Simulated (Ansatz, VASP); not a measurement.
# YAu: VASP beside Ansatz, part 2 of 2

One calculation is typed for both programs; each brings its own data sets. How far apart do they land? The cell is taken from a series of runs on this material, whose earlier steps may have relaxed, scaled, displaced or heated it; both programs get it as it stands.

VASP 6.6.1 and Ansatz 0.2.0.

So far: Set-up; Ansatz: zone-centre phonons, PBEsol.

### 3. VASP: zone-centre phonons, PBEsol

Level of this step: PBEsol; plane waves and PAW (Y_sv, Au) (VASP).

The same cell, functional, mesh and smearing now go to VASP, with its own data sets.

Lines of VASP's logs that name or quote its potential files are left out, and so is its time.

Input file INCAR:

```
SYSTEM = YAu
PREC = Accurate
ENCUT = 500
EDIFF = 1E-08
NELM = 120
ISMEAR = -1
SIGMA = 0.1
LREAL = .FALSE.
ALGO = Normal
GGA = PS
NBANDS = 17
LASPH = .TRUE.
LORBIT = 11
LWAVE = .FALSE.
LCHARG = .FALSE.
ISIF = 2
IBRION = 8
GGA_COMPAT = .FALSE.
KPAR = 2
```

Input file POSCAR:

```
YAu
1.0
    3.5474396325      0.0000000000      0.0000000000
    0.0000000000      3.5474396325      0.0000000000
    0.0000000000      0.0000000000      3.5474396325
Y Au
1 1
Direct
    0.5000000000      0.5000000000      0.5000000000
    0.0000000000      0.0000000000      0.0000000000
```

Input file KPOINTS:

```
Automatic mesh
0
Gamma
16 16 16
0 0 0
```

The projector-augmented-wave data sets are Y_sv and Au (PBE family, release 64).

Started as:

```console
$ mpirun -np 2 vasp_std
```

Numbers of over 12 decimals in the logs are rounded to 6 here.

What it wrote:

```text
[banner, memory and clock lines left out]
running    2 mpi-ranks, on    1 nodes
 distrk:  each k-point on    1 cores,    2 groups
 distr:  one band on    1 cores,    1 groups

 POSCAR found type information on POSCAR Y Au
 POSCAR found :  2 types and       2 ions
|                                                                             |
|               ----> ADVICE to this user running VASP <----                  |
|                                                                             |
|     You enforced a specific xc type in the INCAR file but a different       |
|     [... a line on the potential file left out ...]
|     I HOPE YOU KNOW WHAT YOU ARE DOING!                                     |
|                                                                             |

 LDA part: xc-table for (Slater+PW92), standard interpolation
 POSCAR, INCAR and KPOINTS ok, starting setup
 FFT: planning ... GRIDC
 FFT: planning ... GRID_SOFT
 FFT: planning ... GRID
 WAVECAR not read
 entering main loop
       N       E                     dE             d eps       ncg     rms          rms(c)
DAV:   1     0.980233244926E+02    0.98023E+02   -0.11166E+04  5778   0.121E+03
DAV:   2    -0.921579327472E+01   -0.10724E+03   -0.10406E+03  7328   0.266E+02
DAV:   3    -0.132926113708E+02   -0.40768E+01   -0.40495E+01  7834   0.401E+01
DAV:   4    -0.134113912151E+02   -0.11878E+00   -0.11856E+00  7038   0.568E+00
DAV:   5    -0.134140069332E+02   -0.26157E-02   -0.26150E-02  7337   0.682E-01    0.346E+01
DAV:   6    -0.126597929381E+02    0.75421E+00   -0.23066E+00  5707   0.113E+01    0.183E+01
DAV:   7    -0.125158301028E+02    0.14396E+00   -0.47022E-01  6671   0.428E+00    0.753E+00
DAV:   8    -0.125119473307E+02    0.38828E-02   -0.12192E-01  7232   0.250E+00    0.107E+00
DAV:   9    -0.125067545966E+02    0.51927E-02   -0.28964E-02  6034   0.121E+00    0.377E-01
DAV:  10    -0.125066301107E+02    0.12449E-03   -0.12704E-03  6147   0.242E-01    0.648E-02
DAV:  11    -0.125066425303E+02   -0.12420E-04   -0.61058E-05  6955   0.610E-02    0.630E-02
DAV:  12    -0.125066448026E+02   -0.22723E-05   -0.18028E-05  6154   0.324E-02    0.190E-02
DAV:  13    -0.125066442572E+02    0.54543E-06   -0.14413E-06  6151   0.928E-03    0.457E-03
DAV:  14    -0.125066442114E+02    0.45810E-07   -0.61397E-08  7383   0.188E-03    0.534E-04
DAV:  15    -0.125066442016E+02    0.97991E-08   -0.18017E-09  3139   0.348E-04
   1 F= -.12506644E+02 E0= -.12486482E+02  d E =-.403240E-01
 Linear response reoptimize wavefunctions to high precision
DAV:   1    -0.125066441915E+02    0.10073E-07   -0.12061E-09  3617   0.214E-04
DAV:   2    -0.125066441915E+02    0.50022E-11   -0.24516E-10  2954   0.960E-05
 Linear response DOF=           2
 Linear response progress:
  Degree of freedom:   1/  2
       N       E                     dE             d eps       ncg     rms          rms(c)
RMM:   1    -0.287228044135E+00   -0.28723E+00    0.43859E+00 15791   0.114E+01
RMM:   2    -0.271691251245E+00    0.15537E-01   -0.16851E-01 21888   0.194E+00    0.208E-01
RMM:   3    -0.273339122228E+00   -0.16479E-02   -0.10244E-02 24719   0.463E-01    0.122E-01
RMM:   4    -0.273818227897E+00   -0.47911E-03   -0.14687E-03 27734   0.165E-01    0.370E-02
RMM:   5    -0.273839303975E+00   -0.21076E-04   -0.27058E-04 31116   0.602E-02    0.183E-02
RMM:   6    -0.273699594458E+00    0.13971E-03   -0.53156E-05 29448   0.288E-02    0.354E-03
RMM:   7    -0.273687595051E+00    0.11999E-04   -0.13563E-05 29728   0.118E-02    0.230E-03
RMM:   8    -0.273659854513E+00    0.27741E-04   -0.72876E-06 31601   0.594E-03    0.415E-04
RMM:   9    -0.273655369233E+00    0.44853E-05   -0.70198E-06 32251   0.309E-03    0.320E-04
RMM:  10    -0.273651832501E+00    0.35367E-05   -0.43850E-06 32125   0.202E-03    0.114E-04
RMM:  11    -0.273650788847E+00    0.10437E-05   -0.24574E-06 33060   0.145E-03    0.888E-05
RMM:  12    -0.273650743583E+00    0.45264E-07   -0.14692E-06 32915   0.114E-03    0.946E-05
RMM:  13    -0.273649151058E+00    0.15925E-05   -0.84285E-07 30298   0.970E-04    0.360E-05
RMM:  14    -0.273649672225E+00   -0.52117E-06   -0.40476E-07 32140   0.815E-04    0.500E-05
[...]
RMM:  20    -0.273649514052E+00    0.53142E-07    0.67005E-07 27631   0.384E-04    0.152E-04
RMM:  21    -0.273649492282E+00    0.21771E-07    0.71157E-07 26798   0.349E-04    0.165E-04
RMM:  22    -0.273649482527E+00    0.97550E-08    0.72945E-07 25200   0.317E-04    0.178E-04
RMM:  23    -0.273649503393E+00   -0.20867E-07    0.74514E-07 19015   0.290E-04    0.193E-04
RMM:  24    -0.273649507096E+00   -0.37032E-08    0.75770E-07 21295   0.266E-04    0.205E-04
RMM:  25    -0.273649534256E+00   -0.27160E-07    0.76030E-07 17525   0.245E-04    0.220E-04
RMM:  26    -0.273649544698E+00   -0.10442E-07    0.75513E-07 17955   0.226E-04    0.232E-04
RMM:  27    -0.273649547163E+00   -0.24653E-08    0.74782E-07 19456   0.210E-04    0.242E-04
 first order change of Fermi-energy  -0.40893E-04
 force on displaced ion       1 direction 1 :  -2.500  -0.000  -0.000
 Linear response progress:
  Degree of freedom:   2/  2
       N       E                     dE             d eps       ncg     rms          rms(c)
RMM:   1    -0.287909634521E+00   -0.28791E+00   -0.24917E-01 26163   0.303E+00
RMM:   2    -0.287288074200E+00    0.62156E-03   -0.15240E-02 22821   0.625E-01    0.224E-01
RMM:   3    -0.287153885921E+00    0.13419E-03   -0.82964E-04 23490   0.146E-01    0.132E-01
RMM:   4    -0.287498466813E+00   -0.34458E-03   -0.70334E-04 24357   0.130E-01    0.179E-02
RMM:   5    -0.287470695507E+00    0.27771E-04   -0.84417E-05 23955   0.460E-02    0.126E-02
RMM:   6    -0.287487507605E+00   -0.16812E-04   -0.14534E-05 26196   0.173E-02    0.332E-03
RMM:   7    -0.287441518034E+00    0.45990E-04   -0.26475E-06 27681   0.490E-03    0.874E-04
RMM:   8    -0.287436466629E+00    0.50514E-05   -0.44950E-07 27765   0.211E-03    0.491E-04
RMM:   9    -0.287431581493E+00    0.48851E-05   -0.98081E-08 28966   0.818E-04    0.250E-04
RMM:  10    -0.287433028544E+00   -0.14471E-05    0.13080E-08 28975   0.403E-04    0.105E-04
RMM:  11    -0.287434383032E+00   -0.13545E-05    0.27139E-08 28958   0.213E-04    0.214E-05
RMM:  12    -0.287434203979E+00    0.17905E-06    0.19803E-08 29417   0.859E-05    0.965E-06
RMM:  13    -0.287434171143E+00    0.32836E-07    0.14282E-08 29915   0.436E-05    0.537E-06
RMM:  14    -0.287434171255E+00   -0.11234E-09    0.78266E-09 29219   0.225E-05    0.704E-06
 first order change of Fermi-energy  -0.60155E-04
 force on displaced ion       2 direction 1 :  -2.499  -0.000   0.000
 Linear response finished
```

Parts of OUTCAR (step 3):

```text
ion  position               nearest neighbor table
   1  0.500  0.500  0.500-   2 3.07   2 3.07   2 3.07   2 3.07   2 3.07   2 3.07   2 3.07   2 3.07

  LATTYP: Found a simple cubic cell.
 ALAT       =     3.5474396325

 Subroutine GETGRP returns: Found 48 space group operations
 (whereof 48 operations were pure point group operations)

The static configuration has the point symmetry O_h .

 Found    165 irreducible k-points:

   k-points           NKPTS =    165   k-points in BZ     NKDIM =    165   number of bands    NBANDS=     17

   dimension x,y,z NGX =    28 NGY =   28 NGZ =   28
   dimension x,y,z NGXF=    56 NGYF=   56 NGZF=   56

   ENCUT  =  500.0 eV  36.75 Ry    6.06 a.u.   6.47  6.47  6.47*2*pi/ulx,y,z

   NELECT =      22.0000    total number of electrons

 k-points in reciprocal lattice and weights: Automatic mesh
   0.00000000  0.00000000  0.00000000       0.000
   0.06250000  0.00000000  0.00000000       0.001
   0.12500000  0.00000000  0.00000000       0.001
   0.18750000  0.00000000  0.00000000       0.001
   0.25000000  0.00000000  0.00000000       0.001
   0.31250000  0.00000000  0.00000000       0.001
   0.37500000  0.00000000  0.00000000       0.001
   0.43750000  0.00000000  0.00000000       0.001
   0.50000000  0.00000000  0.00000000       0.001
[...]
0.50000000  0.50000000  0.43750000       0.001
   0.50000000  0.50000000  0.50000000       0.000

 average (electrostatic) potential at core
       1 -34.4555       2 -67.7524

  Total       -0.0015852     -0.0015852     -0.0015852      0.0000000      0.0000000     -0.0000000
  in kB       -0.0568913     -0.0568913     -0.0568913      0.0000000      0.0000000     -0.0000000
  external PRESSURE =      -0.0568913 kB  Pullay stress =       0.0000000 kB

  energy-cutoff  :      500.00
  volume of cell :       44.64
      direct lattice vectors                 reciprocal lattice vectors
     3.547439633  0.000000000  0.000000000     0.281893451  0.000000000  0.000000000
     0.000000000  3.547439633  0.000000000     0.000000000  0.281893451  0.000000000
     0.000000000  0.000000000  3.547439633     0.000000000  0.000000000  0.281893451

 POSITION                                       TOTAL-FORCE (eV/Angst)
 -----------------------------------------------------------------------------------
      1.77372      1.77372      1.77372         0.000000      0.000000      0.000000
      0.00000      0.00000      0.00000         0.000000      0.000000      0.000000
 -----------------------------------------------------------------------------------
    total drift:                                0.000000      0.000000      0.000000

 Eigenvectors and eigenvalues of the dynamical matrix
 ----------------------------------------------------

   1 f  =    3.158179 THz    19.843424 2PiTHz  105.345511 cm-1    13.061173 meV
             X         Y         Z           dx          dy          dz
      1.773720  1.773720  1.773720    -0.830094   -0.000000   -0.000000
      0.000000  0.000000  0.000000     0.557624    0.000000    0.000000

   2 f  =    3.158179 THz    19.843424 2PiTHz  105.345511 cm-1    13.061173 meV
             X         Y         Z           dx          dy          dz
      1.773720  1.773720  1.773720    -0.000000    0.830094    0.000000
      0.000000  0.000000  0.000000    -0.000000   -0.557624    0.000000

   3 f  =    3.158179 THz    19.843424 2PiTHz  105.345511 cm-1    13.061173 meV
             X         Y         Z           dx          dy          dz
      1.773720  1.773720  1.773720    -0.000000   -0.000000    0.830094
      0.000000  0.000000  0.000000     0.000000    0.000000   -0.557624

   4 f/i=    0.000187 THz     0.001173 2PiTHz    0.006229 cm-1     0.000772 meV
             X         Y         Z           dx          dy          dz
      1.773720  1.773720  1.773720    -0.557624   -0.000000   -0.000000
      0.000000  0.000000  0.000000    -0.830094    0.000000    0.000000

   5 f/i=    0.000187 THz     0.001173 2PiTHz    0.006229 cm-1     0.000772 meV
             X         Y         Z           dx          dy          dz
      1.773720  1.773720  1.773720     0.000000    0.000000   -0.557624
      0.000000  0.000000  0.000000    -0.000000    0.000000   -0.830094

   6 f/i=    0.000187 THz     0.001173 2PiTHz    0.006229 cm-1     0.000772 meV
             X         Y         Z           dx          dy          dz
      1.773720  1.773720  1.773720    -0.000000   -0.557624   -0.000000
      0.000000  0.000000  0.000000    -0.000000   -0.830094    0.000000

 ELASTIC MODULI CONTR FROM IONIC RELAXATION (kBar)
 Direction    XX          YY          ZZ          XY          YZ          ZX
 --------------------------------------------------------------------------------
 XX           0.0000      0.0000      0.0000      0.0000      0.0000      0.0000
 YY           0.0000      0.0000      0.0000      0.0000      0.0000      0.0000
 ZZ           0.0000      0.0000      0.0000      0.0000      0.0000      0.0000
 XY           0.0000      0.0000      0.0000      0.0000      0.0000      0.0000
 YZ           0.0000      0.0000      0.0000      0.0000      0.0000      0.0000
 ZX           0.0000      0.0000      0.0000      0.0000      0.0000      0.0000
 --------------------------------------------------------------------------------
```

### 4. Side by side

Known differences besides the potentials themselves: the data sets hold 30 valence electrons in Ansatz (on its PAW soft_1 files) and 22 in VASP; the cutoff is 420 eV in Ansatz and 500 eV in VASP; Ansatz makes its cores anew for this functional, VASP keeps those of its PBE data sets. Total energies have different zeros and are not compared.

The two programs side by side:

| quantity | Ansatz | VASP | difference |
| --- | --- | --- | --- |
| optical mode 1 to 3 (cm⁻¹) | 105.7 | 105.3 | +0.33 % |

Modes are paired by rising frequency, not by their patterns, so a pair may set unlike modes beside each other; they are those without the splitting of longitudinal modes.

### 5. What came out

* r.m.s. difference of the optical zone-centre modes, each program's sorted by frequency (zone-centre phonons, PBEsol): 0.34 cm⁻¹

The r.m.s. difference of the optical zone-centre modes, each program's sorted by frequency is 0.34 cm⁻¹ (zone-centre phonons, PBEsol). The data sets hold unlike numbers of valence electrons (30 in Ansatz and 22 in VASP), so part of the differences comes from the potentials. Such differences can come from data sets, numerical settings and the points named under the comparisons, not from the functional's error against experiment.

[Lines on the potential files, build, host, timing and source positions are cut from VASP's logs without a mark.]

[Logs are printed without paths, hosts, clocks, repeated set-up lines and the standing remarks that a program may print on its own settings, such as how far it seeks lower states.]

[Hosts, paths, dates, database ids (printed as entryN), source tags and the programs' standing remarks are cut or masked in the printed files.]
